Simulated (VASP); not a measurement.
Level of theory: PBEsol GGA, VASP's PBE PAW potentials (set 64) (plane waves; VASP).

Input for VASP

**KPOINTS**
```
kpoints
0
G
 10 10 10
0 0 0
```

### POSCAR
```
TiAl
1
    3.1549448625    -0.0000000000    -0.0000000000
    0.0000000000     3.1549448625    -0.0000000000
    0.0000000000     0.0000000000     3.1549448625
Al Ti
1 1
Direct
  0.0000000000   0.0000000000   0.0000000000
  0.5000000000   0.5000000000   0.5000000000
```

**INCAR**
```
# general
SYSTEM  = TiAl
PREC    = Accurate
ENCUT   = 400   # plane-wave cut-off (eV)
LREAL   = .FALSE.   # projection in real space or not
LASPH   = .TRUE.   # aspherical one-centre terms

# electronic loop
EDIFF   = 1E-6   # SCF stop (eV)
NELM    = 100   # most electronic steps
ALGO    = Normal   # blocked Davidson
LMAXMIX = 4   # l cut-off of mixed one-centre charges

# smearing
ISMEAR  = 1
SIGMA   = 0.1

# functional
GGA     = PS   # PBEsol

# ions
IBRION  = 2
NSW     = 60
ISIF    = 3   # ions, shape and volume
EDIFFG  = -0.01   # ionic stop

# output
LWAVE   = .FALSE.
LCHARG  = .FALSE.
```

POTCAR, in this order: Al Ti_sv (PBE.64 set). Program: vasp_std.

Output of the run:

**OSZICAR**
```
       N       E                     dE             d eps       ncg     rms          rms(c)
DAV:   1     0.858119393601E+02    0.85812E+02   -0.67443E+03  1240   0.115E+03
DAV:   2    -0.535967624103E+01   -0.91172E+02   -0.88763E+02  1252   0.307E+02
DAV:   3    -0.141409238214E+02   -0.87812E+01   -0.85777E+01  2284   0.834E+01
DAV:   4    -0.146765781827E+02   -0.53565E+00   -0.53162E+00  1535   0.171E+01
DAV:   5    -0.146945633911E+02   -0.17985E-01   -0.17979E-01  1814   0.307E+00    0.104E+01
DAV:   6    -0.130366850192E+02    0.16579E+01   -0.11857E+01  1497   0.398E+01    0.284E+00
DAV:   7    -0.129753756860E+02    0.61309E-01   -0.62941E-01  1466   0.970E+00    0.174E+00
DAV:   8    -0.129617547572E+02    0.13621E-01   -0.50908E-02  1436   0.213E+00    0.310E-01
DAV:   9    -0.129618924194E+02   -0.13766E-03   -0.46073E-03  1758   0.530E-01    0.195E-01
DAV:  10    -0.129619771776E+02   -0.84758E-04   -0.66235E-05  1465   0.851E-02    0.128E-01
DAV:  11    -0.129620399316E+02   -0.62754E-04   -0.13551E-04  1446   0.122E-01    0.119E-02
DAV:  12    -0.129620399576E+02   -0.25989E-07   -0.72244E-06  1412   0.187E-02
   1 F= -.12962040E+02 E0= -.12961397E+02  d E =-.129620E+02
       N       E                     dE             d eps       ncg     rms          rms(c)
DAV:   1    -0.129658778151E+02   -0.38379E-02   -0.79608E-02  1327   0.439E+00    0.550E-01
DAV:   2    -0.129621606007E+02    0.37172E-02   -0.27676E-02  1380   0.213E+00    0.122E-01
DAV:   3    -0.129618791315E+02    0.28147E-03   -0.19089E-03  1502   0.466E-01    0.357E-02
DAV:   4    -0.129619298268E+02   -0.50695E-04   -0.44808E-04  1447   0.133E-01    0.296E-02
DAV:   5    -0.129619828410E+02   -0.53014E-04   -0.54870E-05  1674   0.565E-02    0.146E-02
DAV:   6    -0.129620049421E+02   -0.22101E-04   -0.58093E-05  1933   0.382E-02    0.512E-03
DAV:   7    -0.129620057695E+02   -0.82735E-06   -0.21622E-06  1161   0.144E-02
   2 F= -.12962006E+02 E0= -.12961367E+02  d E =0.341881E-04
       N       E                     dE             d eps       ncg     rms          rms(c)
DAV:   1    -0.129635465622E+02   -0.15416E-02   -0.29879E-02  1330   0.269E+00    0.340E-01
DAV:   2    -0.129621490554E+02    0.13975E-02   -0.10636E-02  1380   0.131E+00    0.759E-02
DAV:   3    -0.129620357489E+02    0.11331E-03   -0.74933E-04  1492   0.293E-01    0.221E-02
DAV:   4    -0.129620525959E+02   -0.16847E-04   -0.17245E-04  1455   0.822E-02    0.180E-02
DAV:   5    -0.129620701786E+02   -0.17583E-04   -0.21622E-05  1665   0.374E-02    0.954E-03
DAV:   6    -0.129620759821E+02   -0.58035E-05   -0.19931E-05  1802   0.245E-02    0.229E-03
DAV:   7    -0.129620760235E+02   -0.41412E-07   -0.11332E-06   832   0.897E-03
   3 F= -.12962076E+02 E0= -.12961435E+02  d E =-.360659E-04
```

OUTCAR:
```
------------------------ aborting loop because EDIFF is reached ----------------------------------------
  FORCE on cell =-STRESS in cart. coord.  units (eV):
  Direction    XX          YY          ZZ          XY          YZ          ZX
  --------------------------------------------------------------------------------------
  Total        0.0023759      0.0023759      0.0023759     -0.0000000     -0.0000000      0.0000000
  in kB        0.1214143      0.1214143      0.1214143     -0.0000000     -0.0000000      0.0000000
  external PRESSURE =       0.1214143 kB  Pullay stress =       0.0000000 kB
  volume of cell :       31.35
      direct lattice vectors                 reciprocal lattice vectors
     3.153227536 -0.000000000  0.000000000     0.317135376 -0.000000000  0.000000000
     0.000000000  3.153227536  0.000000000     0.000000000  0.317135376  0.000000000
    -0.000000000 -0.000000000  3.153227536    -0.000000000  0.000000000  0.317135376
 POSITION                                       TOTAL-FORCE (eV/Angst)
 -----------------------------------------------------------------------------------
      0.00000      0.00000      0.00000         0.000000      0.000000      0.000000
      1.57661      1.57661      1.57661        -0.000000     -0.000000      0.000000
 -----------------------------------------------------------------------------------
    total drift:                                0.000000     -0.000000     -0.000000
  FREE ENERGIE OF THE ION-ELECTRON SYSTEM (eV)
  ---------------------------------------------------
  free  energy   TOTEN  =       -12.9620760235 eV

  energy  without entropy=      -12.9601525194  energy(sigma->0) =      -12.96143486

 reached required accuracy - stopping structural energy minimisation
```
(Selected blocks of OUTCAR.)

CONTCAR:
```
TiAl
   1.00000000000000
     3.1532275355054784   -0.0000000000000000    0.0000000000000000
     0.0000000000000000    3.1532275355054784    0.0000000000000000
    -0.0000000000000000   -0.0000000000000000    3.1532275355054784
  Al              Ti
     1     1
Direct
     0.0000000000000000    0.0000000000000000    0.0000000000000000
     0.5000000000000000    0.5000000000000000    0.5000000000000000
```

File OUTCAR:
```
 val. band max:        8.9291533421   @ k =   0.4000   0.3000   0.2000

 cond. band min:       8.9502976948   @ k =   0.4000   0.2000   0.2000


 Fermi energy:         8.9417328128

 k-point     1 :       0.0000    0.0000    0.0000
  band No.  band energies     occupation
      1     -47.6657      2.00000
      2     -23.9728      2.00000
      3     -23.9728      2.00000
      4     -23.9728      2.00000
      5      -0.4186      2.00000
      6       7.4463      2.00000
      7       7.4463      2.00000
      8      10.7861     -0.00000
      9      10.7861     -0.00000
     10      10.7861     -0.00000
     11      13.4741      0.00000

 k-point     2 :       0.1000    0.0000    0.0000
  band No.  band energies     occupation
      1     -47.6638      2.00000
      2     -23.9912      2.00000
      3     -23.9711      2.00000
      4     -23.9711      2.00000
      5      -0.2556      2.00000
      6       7.3616      2.00000
      7       7.5202      2.00000
      8      10.5167     -0.00000
      9      10.5167     -0.00000
     10      10.8058     -0.00000
     11      12.8623      0.00000

 k-point     3 :       0.2000    0.0000    0.0000
  band No.  band energies     occupation
      1     -47.6595      2.00000
      2     -24.0392      2.00000
      3     -23.9669      2.00000
      4     -23.9669      2.00000
      5       0.2231      2.00000
      6       6.9444      2.00000
      7       7.7243      2.00000
      8       9.9926     -0.00000
      9       9.9926     -0.00000
     10      10.8581     -0.00000
     11      12.0117      0.00000

 k-point     4 :       0.3000    0.0000    0.0000
  band No.  band energies     occupation
      1     -47.6539      2.00000
      2     -24.0980      2.00000
      3     -23.9617      2.00000
      4     -23.9617      2.00000
      5       0.9907      2.00000
      6       5.9916      2.00000
      7       8.0052      2.00000
      8       9.5119     -0.00000
      9       9.5119     -0.00000
...
```

The structure was generated: TiAl was put into the CsCl type (Pm-3m), which need not be its known phase. This run relaxes it. Symmetry was kept, so distortions that lower it aren't found. The start is the result of an earlier pass. The electron count is odd and the run is not spin-polarised, which forces a metal.
